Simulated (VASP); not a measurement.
Here is the system:

```yaml
crystal:
  lattice:
    - [1.80000, -3.11769, 0.00000]
    - [1.80000, 3.11769, 0.00000]
    - [0.00000, 0.00000, 5.69000]
  atoms:
    - { symbol: Tb, position: [0.33333, 0.66667, 0.25000], spin: 6.0 }
    - { symbol: Tb, position: [0.66667, 0.33333, 0.75000], spin: 6.0 }
```

Method: PBE GGA, VASP's PBE PAW potentials (set 64) (plane waves; VASP). Run with 300 eV cut-off, 8×8×4 Γ-centred mesh, Gaussian smearing of 0.10 eV, potentials Tb.

At this cut-off the stress carries a Pulay error, which pulls relaxed volumes low.

**Question.** Give the stress tensor in GPa (positive for a compressed cell).

**Answer.** 
```
0.38  0.00  0.00
0.00  0.38  0.00
0.00  0.00  1.40
```
The pressure is its mean diagonal, 0.72 GPa.

The structure is a typed Tb crystal (P6_3/mmc). The cell was not relaxed at this level.
